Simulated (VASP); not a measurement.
# MnS (Rambergite): structure and properties in VASP, part 2 of 8

What structure does MnS (Rambergite) take at this level, and what are its properties? The start is a cell from a database of measured crystal structures.

VASP 6.6.1, plane waves and PAW; the level of theory is named at each step.

So far, gap on the k-mesh (eV): step 2 (magnetic order: ferromagnetic) 0.747.

The database entry behind the starting cell differs from later determinations by our own check (about 0.3 % short against later determinations), so it need not match the best structure at ambient conditions.

**3. Magnetic order: antiferromagnetic within the cell**

This step: r2SCAN, spin-polarised from an antiferromagnetic start; plane waves and PAW (Mn_pv, S) (VASP 6.6.1).

Next, a pattern with opposite moments.

The input, INCAR:

```
SYSTEM = MnS
PREC = Accurate
ENCUT = 400
EDIFF = 1E-06
NELM = 100
ISMEAR = 0
SIGMA = 0.05
LREAL = .FALSE.
ALGO = Normal
METAGGA = R2SCAN
LASPH = .TRUE.
NBANDS = 27
ISPIN = 2
MAGMOM = 4 -4 0 0
LMAXMIX = 4
LORBIT = 11
LWAVE = .FALSE.
LCHARG = .FALSE.
KPAR = 8
ISIF = 2
```

The input, POSCAR:

```
MnS
1.0
    3.9760000000      0.0000000000      0.0000000000
   -1.9880000000      3.4433170054      0.0000000000
    0.0000000000      0.0000000000      6.4320000000
Mn S
2 2
Direct
    0.3333333333      0.6666666667      0.0000000000
    0.6666666667      0.3333333333      0.5000000000
    0.3333333333      0.6666666667      0.3850000000
    0.6666666667      0.3333333333      0.8850000000
```

The input, KPOINTS:

```
Automatic mesh
0
Gamma
7 7 4
0 0 0
```

PAW data sets: Mn_pv and S (PBE family, release 64).

On the command line:

```console
$ mpirun -np 8 vasp_std
```

Log:

```text
[banner, memory and clock lines left out]
running    8 mpi-ranks, on    1 nodes
 distrk:  each k-point on    1 cores,    8 groups
 distr:  one band on    1 cores,    1 groups

 POSCAR found type information on POSCAR MnS
 POSCAR found :  2 types and       4 ions
 [... a notice as in an earlier step ...]

 [... a notice as in an earlier step ...]

 LDA part: xc-table for (None), standard interpolation
 POSCAR, INCAR and KPOINTS ok, starting setup
 FFT: planning ... GRIDC
 FFT: planning ... GRID_SOFT
 FFT: planning ... GRID
 WAVECAR not read
 entering main loop
       N       E                     dE             d eps       ncg     rms          rms(c)
DAV:   1     0.297958718009E+03    0.29796E+03   -0.19383E+04  2936   0.124E+03
DAV:   2    -0.329843778871E+02   -0.33094E+03   -0.32041E+03  2647   0.366E+02
DAV:   3    -0.582874360881E+02   -0.25303E+02   -0.25006E+02  3115   0.106E+02
DAV:   4    -0.589614806607E+02   -0.67404E+00   -0.67225E+00  3084   0.172E+01
DAV:   5    -0.589733924478E+02   -0.11912E-01   -0.11909E-01  3122   0.268E+00    0.153E+01
DAV:   6    -0.497216477706E+02    0.92517E+01   -0.31061E+01  3013   0.555E+01    0.194E+01
DAV:   7    -0.500153145719E+02   -0.29367E+00   -0.24417E+00  2773   0.147E+01    0.114E+01
DAV:   8    -0.499669840234E+02    0.48331E-01   -0.34403E-01  3244   0.745E+00    0.676E+00
DAV:   9    -0.499821766063E+02   -0.15193E-01   -0.22438E-01  2904   0.420E+00    0.109E+00
DAV:  10    -0.499802537058E+02    0.19229E-02   -0.51299E-02  2961   0.272E+00    0.347E-01
DAV:  11    -0.499818800805E+02   -0.16264E-02   -0.42803E-03  2940   0.445E-01    0.163E-01
DAV:  12    -0.499823347494E+02   -0.45467E-03   -0.68663E-04  2770   0.226E-01    0.103E-01
DAV:  13    -0.499824865512E+02   -0.15180E-03   -0.15331E-04  2784   0.835E-02    0.835E-02
DAV:  14    -0.499825187515E+02   -0.32200E-04   -0.84078E-06  2820   0.258E-02    0.467E-02
DAV:  15    -0.499825435324E+02   -0.24781E-04   -0.17741E-05  2755   0.360E-02    0.963E-03
DAV:  16    -0.499825508675E+02   -0.73352E-05   -0.24725E-06  2514   0.119E-02    0.328E-03
DAV:  17    -0.499825463117E+02    0.45559E-05   -0.15417E-07  1473   0.412E-03    0.130E-03
DAV:  18    -0.499825450588E+02    0.12528E-05   -0.53286E-08  1395   0.178E-03    0.538E-04
DAV:  19    -0.499825449048E+02    0.15402E-06   -0.11601E-08  1374   0.962E-04
   1 F= -.49982545E+02 E0= -.49982545E+02  d E =-.127643E-17  mag=     0.0000
```

Elapsed: 39 s, on 8 MPI ranks of AMD EPYC 9R45, shared host; peak memory 1.9 GiB; 4.7 min of CPU time.

Parts of OUTCAR (step 3):

```text
 Found     24 irreducible k-points:

   k-points           NKPTS =     24   k-points in BZ     NKDIM =     24   number of bands    NBANDS=     27

   NELECT =      38.0000    total number of electrons

 E-fermi :   4.1262

 spin component 1
 k-point     1 :       0.0000    0.0000    0.0000
  band No.  band energies     occupation
    ...
     15       1.1943      1.00000
     16       1.1944      1.00000
     17       2.9437      1.00000
     18       3.8366      1.00000
     19       3.8366      1.00000
     20       6.1827      0.00000
     21       6.2373      0.00000
     22       6.2374      0.00000
     23       7.0937      0.00000
     24       7.9416      0.00000
    ...

 k-point     2 :       0.1429    0.0000    0.0000
  band No.  band energies     occupation
    ...
     15       1.0486      1.00000
     16       1.1946      1.00000
     17       2.7645      1.00000
     18       3.2226      1.00000
     19       3.6034      1.00000
     20       6.0870      0.00000
     21       6.2054      0.00000
     22       6.8086      0.00000
     23       7.1413      0.00000
     24       7.6574      0.00000
    ...

 k-point     3 :       0.2857    0.0000    0.0000
  band No.  band energies     occupation
    ...
     15       0.9636      1.00000
     16       1.1836      1.00000
     17       1.9992      1.00000
     18       2.6395      1.00000
     19       3.1073      1.00000
     20       5.8405      0.00000
     21       6.2131      0.00000
     22       6.7460      0.00000
     23       6.9810      0.00000
     24       7.4168      0.00000
    ...

 k-point     4 :       0.4286    0.0000    0.0000
  band No.  band energies     occupation
    ...
     15       1.0569      1.00000
     16       1.1480      1.00000
     17       1.3718      1.00000
     18       2.1684      1.00000
     19       2.7197      1.00000
     20       5.7271      0.00000
     21       6.2554      0.00000
     22       6.3520      0.00000
     23       6.6972      0.00000
     24       7.0077      0.00000
    ...

  Total        0.3380305      0.3380305     -1.9320778      0.0000000      0.0000000      0.0000000
  in kB        6.1503105      6.1503105    -35.1532743      0.0000000      0.0000000      0.0000000
  external PRESSURE =      -7.6175511 kB  Pullay stress =       0.0000000 kB

 POSITION                                       TOTAL-FORCE (eV/Angst)
 -----------------------------------------------------------------------------------
     -0.00000      2.29554      0.00000        -0.000000      0.000000      0.452408
      1.98800      1.14777      3.21600         0.000000     -0.000000      0.452408
     -0.00000      2.29554      2.47632        -0.000000      0.000000     -0.452408
      1.98800      1.14777      5.69232         0.000000      0.000000     -0.452408
 -----------------------------------------------------------------------------------
    total drift:                                0.000000      0.000001      0.006652

  FREE ENERGIE OF THE ION-ELECTRON SYSTEM (eV)
  ---------------------------------------------------
  free  energy   TOTEN  =       -49.9825449048 eV

  energy  without entropy=      -49.9825449048  energy(sigma->0) =      -49.98254490

 total charge
# of ion       s       p       d       tot
------------------------------------------
    1        0.268   6.204   4.896  11.368
    2        0.268   6.204   4.896  11.368
    3        1.301   2.487   0.000   3.788
    4        1.301   2.487   0.000   3.788
--------------------------------------------------
tot          3.138  17.381   9.792  30.312

 magnetization (x)
# of ion       s       p       d       tot
------------------------------------------
    1        0.036   0.050   4.288   4.375
    2       -0.036  -0.050  -4.288  -4.375
    3       -0.005  -0.025   0.000  -0.030
    4        0.005   0.025   0.000   0.030
--------------------------------------------------
tot          0.000   0.000   0.000   0.000

[... 8 parts as in an earlier step ...]

[... 4 further parts left out ...]
```

This step gave:

| Property | Result |
| --- | --- |
| SCF cycles | 19 |
| bands | 27 |
| free energy (TOTEN) | -49.98 eV |
| Fermi energy | 4.126 eV |
| pressure | -0.7618 GPa |
| conduction bottom at k | 0.2857, 0.2857, 0.5 |
| gap on the k-mesh | 1.626 eV |
| least direct gap on the k-mesh | 2.346 eV |

Spin moment in the PAW sphere by atom:

| atom | spin moment in the PAW sphere (μB) |
| --- | --- |
| Mn1 | 4.38 |
| Mn2 | -4.38 |
| S3 | -0.03 |
| S4 | 0.03 |

Force by atom:

| atom | x (eV/Å) | y (eV/Å) | z (eV/Å) | size |
| --- | --- | --- | --- | --- |
| Mn1 | 0.000 | 0.000 | 0.452 | 0.452 |
| Mn2 | 0.000 | 0.000 | 0.452 | 0.452 |
| S3 | 0.000 | 0.000 | -0.452 | 0.452 |
| S4 | 0.000 | 0.000 | -0.452 | 0.452 |

The energy lies -52.7 meV an atom from the first pattern. The run ends antiferromagnetic with a largest moment of 4.38 μB, and the mesh shows a gap of 1.63 eV.

**4. Magnetic order: antiferromagnetic, q = (0, 0, 1/2)**

System of this step: MnS (Rambergite). Symmetry: P6_3mc, No. 186, hexagonal system. Conventional cell: a = 3.976 Å, b = 3.976 Å, c = 6.432 Å, α = 90.00°, β = 90.00°, γ = 120.00°. Nearest to Mn lie 4 S at 2.41 to 2.48 Å. S has 4 Mn at 2.41 to 2.48 Å nearest. Farther neighbours and most contacts between anions are not listed.

Next, a pattern with opposite moments, which needs a doubled cell; q is given in the reciprocal vectors of the primitive cell.

Edit INCAR of step 3 so:

```diff
@@ -11,5 +11,5 @@
 LASPH = .TRUE.
-NBANDS = 27
+NBANDS = 51
 ISPIN = 2
-MAGMOM = 4 -4 0 0
+MAGMOM = 4 -4 4 -4 0 0 0 0
 LMAXMIX = 4
```

The input, POSCAR:

```
MnS
1.0
    3.9760000000      0.0000000000      0.0000000000
   -1.9880000000      3.4433170054      0.0000000000
    0.0000000000      0.0000000000     12.8640000000
Mn S
4 4
Direct
    0.3333333333      0.6666666667      0.0000000000
    0.3333333333      0.6666666667      0.5000000000
    0.6666666667      0.3333333333      0.2500000000
    0.6666666667      0.3333333333      0.7500000000
    0.3333333333      0.6666666667      0.1925000000
    0.3333333333      0.6666666667      0.6925000000
    0.6666666667      0.3333333333      0.4425000000
    0.6666666667      0.3333333333      0.9425000000
```

The input, KPOINTS:

```
Automatic mesh
0
Gamma
7 7 2
0 0 0
```

On the command line:

```console
$ mpirun -np 8 vasp_std
```

Log:

```text
[banner, memory and clock lines left out]
running    8 mpi-ranks, on    1 nodes
 distrk:  each k-point on    1 cores,    8 groups
 distr:  one band on    1 cores,    1 groups

 POSCAR found type information on POSCAR MnS
 POSCAR found :  2 types and       8 ions
 [... a notice as in an earlier step ...]

 [... a notice as in an earlier step ...]

 LDA part: xc-table for (None), standard interpolation
 POSCAR, INCAR and KPOINTS ok, starting setup
 FFT: planning ... GRIDC
 FFT: planning ... GRID_SOFT
 FFT: planning ... GRID
 WAVECAR not read
 entering main loop
       N       E                     dE             d eps       ncg     rms          rms(c)
DAV:   1     0.695649982383E+03    0.69565E+03   -0.37282E+04  3808   0.132E+03
DAV:   2    -0.414645802331E+02   -0.73711E+03   -0.70353E+03  3368   0.401E+02
DAV:   3    -0.114651055190E+03   -0.73186E+02   -0.71417E+02  4115   0.128E+02
DAV:   4    -0.117540247350E+03   -0.28892E+01   -0.28717E+01  3946   0.242E+01
DAV:   5    -0.117606495381E+03   -0.66248E-01   -0.65925E-01  3978   0.426E+00    0.220E+01
DAV:   6    -0.988996248481E+02    0.18707E+02   -0.63564E+01  4103   0.581E+01    0.274E+01
DAV:   7    -0.996538195683E+02   -0.75419E+00   -0.43827E+00  3589   0.128E+01    0.181E+01
DAV:   8    -0.995679044928E+02    0.85915E-01   -0.84821E-01  3921   0.992E+00    0.103E+01
DAV:   9    -0.997698608015E+02   -0.20196E+00   -0.61442E-01  3680   0.524E+00    0.175E+00
DAV:  10    -0.997705318523E+02   -0.67105E-03   -0.80331E-02  3769   0.265E+00    0.804E-01
DAV:  11    -0.997773895213E+02   -0.68577E-02   -0.18728E-02  4127   0.729E-01    0.420E-01
DAV:  12    -0.997824768045E+02   -0.50873E-02   -0.40296E-03  3624   0.294E-01    0.193E-01
DAV:  13    -0.997832463833E+02   -0.76958E-03   -0.45647E-04  3970   0.158E-01    0.998E-02
DAV:  14    -0.997834411524E+02   -0.19477E-03   -0.13356E-04  3888   0.753E-02    0.586E-02
DAV:  15    -0.997837197027E+02   -0.27855E-03   -0.21818E-04  3783   0.650E-02    0.207E-02
DAV:  16    -0.997837034152E+02    0.16287E-04   -0.22923E-05  3504   0.264E-02    0.136E-02
DAV:  17    -0.997836961185E+02    0.72967E-05   -0.14919E-06  2539   0.824E-03    0.833E-03
DAV:  18    -0.997836988873E+02   -0.27688E-05   -0.18126E-06  2461   0.730E-03    0.305E-03
DAV:  19    -0.997837019743E+02   -0.30870E-05   -0.61317E-07  1860   0.361E-03    0.124E-03
DAV:  20    -0.997837013646E+02    0.60966E-06   -0.10726E-07  1773   0.153E-03
   1 F= -.99783701E+02 E0= -.99783701E+02  d E =-.218763E-15  mag=     0.0000
```

The job ended after 1.8 min (8 MPI ranks; peak memory 3 GiB).

From OUTCAR (step 4):

```text
  LATTYP: Found a hexagonal cell.
 ALAT       =     3.9760000000
 C/A-ratio  =     3.2354124748

 Found     16 irreducible k-points:

   k-points           NKPTS =     16   k-points in BZ     NKDIM =     16   number of bands    NBANDS=     51

   dimension x,y,z NGX =    28 NGY =   28 NGZ =   84
   dimension x,y,z NGXF=    56 NGYF=   56 NGZF=  168

   ENCUT  =  400.0 eV  29.40 Ry    5.42 a.u.   6.48  6.48 20.98*2*pi/ulx,y,z

   NELECT =      76.0000    total number of electrons

 E-fermi :   4.3920

 spin component 1
 k-point     1 :       0.0000    0.0000    0.0000
  band No.  band energies     occupation
    ...
     34       3.4455      1.00000
     35       3.6352      1.00000
     36       3.6352      1.00000
     37       4.1225      1.00000
     38       4.1225      1.00000
     39       6.0555      0.00000
     40       6.0556      0.00000
     41       6.1615      0.00000
     42       6.4140      0.00000
     43       6.4141      0.00000
    ...

 k-point     2 :       0.1429    0.0000    0.0000
  band No.  band energies     occupation
    ...
     34       2.9624      1.00000
     35       3.3616      1.00000
     36       3.3621      1.00000
     37       3.4524      1.00000
     38       3.8959      1.00000
     39       5.8906      0.00000
     40       6.0279      0.00000
     41       6.3147      0.00000
     42       6.4119      0.00000
     43       6.5655      0.00000
    ...

 k-point     3 :       0.2857    0.0000    0.0000
  band No.  band energies     occupation
    ...
     34       2.0275      1.00000
     35       2.4470      1.00000
     36       2.7910      1.00000
     37       3.1145      1.00000
     38       3.4011      1.00000
     39       5.5899      0.00000
     40       6.0612      0.00000
     41       6.1505      0.00000
     42       6.2715      0.00000
     43       6.4320      0.00000
    ...

 k-point     4 :       0.4286    0.0000    0.0000
  band No.  band energies     occupation
    ...
     34       1.5122      1.00000
     35       2.1448      1.00000
     36       2.3394      1.00000
     37       2.7971      1.00000
     38       3.0007      1.00000
     39       5.5009      0.00000
     40       5.9238      0.00000
     41       6.1291      0.00000
     42       6.2418      0.00000
     43       6.2480      0.00000
    ...

  Total        1.2910735      1.2910735     -2.4739178      0.0000000      0.0000000      0.0000000
  in kB       11.7452465     11.7452465    -22.5059021      0.0000000      0.0000000      0.0000000
  external PRESSURE =       0.3281970 kB  Pullay stress =       0.0000000 kB

  energy-cutoff  :      400.00
  volume of cell :      176.12
      direct lattice vectors                 reciprocal lattice vectors
     3.976000000  0.000000000  0.000000000     0.251509054  0.145208820  0.000000000
    -1.988000000  3.443317005  0.000000000     0.000000000  0.290417640  0.000000000
     0.000000000  0.000000000 12.864000000     0.000000000  0.000000000  0.077736318

 POSITION                                       TOTAL-FORCE (eV/Angst)
 -----------------------------------------------------------------------------------
     -0.00000      2.29554      0.00000         0.000000      0.000000      0.200914
     -0.00000      2.29554      6.43200        -0.000000      0.000000      0.200914
      1.98800      1.14777      3.21600        -0.000000     -0.000000      0.477323
      1.98800      1.14777      9.64800        -0.000000     -0.000000      0.477323
     -0.00000      2.29554      2.47632         0.000000      0.000000     -0.284866
     -0.00000      2.29554      8.90832         0.000000      0.000000     -0.284866
      1.98800      1.14777      5.69232         0.000000      0.000000     -0.393372
      1.98800      1.14777     12.12432         0.000000      0.000000     -0.393372
 -----------------------------------------------------------------------------------
    total drift:                                0.000002      0.000000      0.014886

  FREE ENERGIE OF THE ION-ELECTRON SYSTEM (eV)
  ---------------------------------------------------
  free  energy   TOTEN  =       -99.7837013646 eV

  energy  without entropy=      -99.7837013646  energy(sigma->0) =      -99.78370136

 total charge
# of ion       s       p       d       tot
------------------------------------------
    1        0.268   6.206   4.889  11.363
    2        0.268   6.206   4.889  11.363
    3        0.270   6.206   4.889  11.365
    4        0.270   6.206   4.889  11.365
    5        1.301   2.494   0.000   3.795
    6        1.301   2.494   0.000   3.795
    7        1.302   2.486   0.000   3.789
    8        1.302   2.486   0.000   3.789
--------------------------------------------------
tot          6.283  34.786  19.555  60.625

 magnetization (x)
# of ion       s       p       d       tot
------------------------------------------
    1        0.042   0.056   4.316   4.414
    2       -0.042  -0.056  -4.316  -4.414
    3        0.041   0.056   4.315   4.412
    4       -0.041  -0.056  -4.315  -4.412
    5        0.010   0.049   0.000   0.059
    6       -0.010  -0.049   0.000  -0.059
    7       -0.006  -0.031   0.000  -0.036
    8        0.006   0.031   0.000   0.036
--------------------------------------------------
tot          0.000   0.000   0.000   0.000

[... 2 parts as in an earlier step ...]

[... 6 further parts left out ...]
```

Numbers from this step:

| Item | Value |
| --- | --- |
| SCF cycles | 20 |
| electrons | 76 |
| bands | 51 |
| irreducible k-points | 16 |
| symmetry operations | 6 |
| free energy (TOTEN) | -99.7837 eV |
| Fermi energy | 4.392 eV |
| pressure | 0.03282 GPa |
| conduction bottom at k | 0.2857, 0.2857, 0 |
| gap on the k-mesh | 1.289 eV |
| least direct gap on the k-mesh | 1.933 eV |

Spin moment in the PAW sphere by atom:

```
atom  spin moment in the PAW sphere (μB)
 Mn1                                4.41
 Mn2                               -4.41
 Mn3                                4.41
 Mn4                               -4.41
  S5                                0.06
  S6                               -0.06
  S7                               -0.04
  S8                                0.04
```

Force by atom:

| atom | x (eV/Å) | y (eV/Å) | z (eV/Å) | size |
| --- | --- | --- | --- | --- |
| Mn1 | 0.000 | 0.000 | 0.201 | 0.201 |
| Mn2 | 0.000 | 0.000 | 0.201 | 0.201 |
| Mn3 | 0.000 | 0.000 | 0.477 | 0.477 |
| Mn4 | 0.000 | 0.000 | 0.477 | 0.477 |
| S5 | 0.000 | 0.000 | -0.285 | 0.285 |
| S6 | 0.000 | 0.000 | -0.285 | 0.285 |
| S7 | 0.000 | 0.000 | -0.393 | 0.393 |
| S8 | 0.000 | 0.000 | -0.393 | 0.393 |

The energy lies -30.0 meV an atom from the first pattern. The run ends antiferromagnetic with a largest moment of 4.41 μB, and the mesh shows a gap of 1.29 eV.

(Continued in part 3 of 8.)

[Lines on the potential files, build, host, timing and source positions are cut from VASP's logs without a mark.]

[Logs are printed without paths, hosts, clocks, repeated set-up lines and the standing remarks that a program may print on its own settings, such as how far it seeks lower states.]

[Hosts, paths, dates, database ids (printed as entryN), source tags and the programs' standing remarks are cut or masked in the printed files.]

[A measured line is paired with the nearest computed mode of its activity, which favours agreement.]

[In band tables of VASP the shares of atoms and orbitals are scaled to a sum of 1 inside the atoms' spheres.]
